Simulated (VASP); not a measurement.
## MgC2: relaxation of cell and atoms with LDA

MgC2:

```
Mg C
1.0
     3.95078    0.00000    0.00000
     0.00000    3.95078    0.00000
     0.00000    0.00000    4.98709
Mg C
2 4
Direct
  0.50000 0.50000 0.00000
  0.00000 0.00000 0.50000
  0.88765 0.88765 0.00000
  0.61235 0.38766 0.50000
  0.11235 0.11235 0.00000
  0.38766 0.61235 0.50000
```

The cell comes from a database or a generator and needn't be the stable form of this composition.

| Property | Result |
| --- | --- |
| Program | VASP 6.6.1 |
| Task | relaxation of cell and atoms |
| Functional | LDA |
| Potentials or basis | VASP PAW LDA potentials, release 64 (Mg, C) |
| Cutoff | 600 eV |
| k mesh | 6 × 6 × 6 |
| Occupations | gaussian, width 0.02 eV |
| Spin | no spin polarisation |
| Further INCAR settings | ALGO = Fast; EDIFF = 1e-07; IBRION = 2; EDIFFG = -0.005; NSW = 90; ISIF = 3 |

```
Relaxed volume                         : 12.08 Å³/atom
Relaxed cell                           : a = 3.878 Å, b = 3.878 Å, c = 4.820 Å, α = 90.00°, β = 90.00°, γ = 90.00°
Space group after relaxing (to 0.05 Å) : P4_2/mnm (No. 136)
Energy gained by relaxing              : 16.2 meV/atom
Ionic steps                            : 22
Pressure after relaxing                : 0.0 GPa
Largest force after relaxing           : 0.004 eV/Å
Band gap on the k mesh                 : 2.21 eV, indirect (least direct gap 2.62 eV)
```

Forces in eV/Å, atoms in the order of the input:
```
Mg   0.000  0.000  0.000
Mg   0.000  0.000  0.000
C    0.003  0.003  0.000
C   -0.003  0.003  0.000
C   -0.003 -0.003  0.000
C    0.003 -0.003  0.000
```

The path:
| step | energy change (eV) | largest force (eV/Å) | pressure (GPa) | volume (Å³) |
| --- | --- | --- | --- | --- |
| 1 | 0.0000 | 0.3793 | -6.00 | 77.84 |
| 2 | 0.2150 | 5.6897 | 8.50 | 72.50 |
| 3 | -0.0349 | 1.0323 | -2.56 | 76.32 |
| 4 | -0.0917 | 0.0294 | -0.53 | 73.28 |
| 5 | -0.0925 | 0.0964 | -0.24 | 72.90 |
| 6 | -0.0938 | 0.1117 | 0.35 | 72.62 |
| 7 | -0.0938 | 0.1666 | 0.50 | 72.55 |
| 8 | -0.0945 | 0.1243 | 0.49 | 72.47 |
| 9 | -0.0959 | 0.0022 | 0.49 | 72.25 |
| 10 | -0.0950 | 0.2518 | 0.51 | 71.80 |
| 11 | -0.0961 | 0.0807 | 0.49 | 72.11 |
| 12 | -0.0965 | 0.0414 | 0.50 | 72.12 |
| 13 | -0.0970 | 0.0775 | 0.52 | 72.17 |
| 14 | -0.0973 | 0.0298 | 0.22 | 72.25 |
| 15 | -0.0973 | 0.0501 | 0.16 | 72.27 |
| 16 | -0.0974 | 0.0244 | 0.12 | 72.33 |
| 17 | -0.0974 | 0.0357 | 0.00 | 72.46 |
| 18 | -0.0974 | 0.0006 | 0.07 | 72.38 |
| 19 | -0.0974 | 0.0015 | 0.06 | 72.39 |
| 20 | -0.0975 | 0.0080 | 0.01 | 72.43 |
| 21 | -0.0975 | 0.0213 | -0.07 | 72.49 |
| 22 | -0.0975 | 0.0039 | -0.04 | 72.49 |

Final structure:
```yaml
crystal:
  lattice:
    - [3.87818, 0.00000, 0.00000]
    - [0.00000, 3.87818, 0.00000]
    - [0.00000, 0.00000, 4.82002]
  atoms:
    - { symbol: Mg, position: [0.50000, 0.50000, 0.00000] }
    - { symbol: Mg, position: [0.00000, 0.00000, 0.50000] }
    - { symbol: C, position: [0.88647, 0.88647, 0.00000] }
    - { symbol: C, position: [0.61353, 0.38647, 0.50000] }
    - { symbol: C, position: [0.11353, 0.11353, 0.00000] }
    - { symbol: C, position: [0.38647, 0.61353, 0.50000] }
```

Levels at points of the mesh, in eV from the valence-band top:
```csv
k point,band 8,band 9,band 10,band 11,band 12,band 13
"(0.00, 0.00, 0.00)",-0.55,-0.40,-0.40,2.21,5.19,5.44
"(0.50, 0.00, 0.00)",-1.78,-0.33,-0.33,5.27,5.27,5.39
"(0.50, 0.50, 0.00)",-1.85,-1.05,-1.05,3.67,3.67,6.82
"(0.00, 0.00, 0.50)",-0.91,-0.35,-0.35,3.39,3.39,5.65
"(0.50, 0.00, 0.50)",-1.45,-0.81,-0.81,3.91,3.91,6.46
"(0.50, 0.50, 0.50)",-2.92,0.00,0.00,5.19,5.19,7.98
```

Wall time 6.2 min on 1 thread of Intel(R) Xeon(R) Platinum 8259CL CPU @ 2.50GHz (Skylake/Cascade Lake), on a shared host, peak memory 0.21 GiB.

Caveat: the standard files for N, O and F lose accuracy on very short bonds. A k mesh can miss the band edges.
